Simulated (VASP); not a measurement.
Energy against volume of AlN (wurtzite). All values below come from optB88-vdW, VASP's PBE PAW potentials (set 64) (plane waves; VASP). Settings: 520 eV cut-off, 8×8×5 Γ-centred mesh, Gaussian smearing of 0.050 eV, potentials Al N.

Shape and ions are relaxed at each volume.

| V (Å³/atom) | E (eV/atom) |
|---|---|
| 9.940 | -6.18437 |
| 10.257 | -6.20428 |
| 10.574 | -6.21059 |
| 10.891 | -6.20515 |

Problem. Fit these four points and predict the energy of the run at 11.208 Å³/atom.

Solution. A cubic in V^(−2/3), the third-order Birch-Murnaghan form, passes through the four points with V0 = 10.58 Å³/atom and B0 = 197 GPa, and gives -6.1895 eV/atom there. The run gave -6.1896 eV/atom, -0.0 meV/atom from the fit; all five points give B0 = 197 GPa.

The compound is AlN in the wurtzite structure. It was relaxed first.
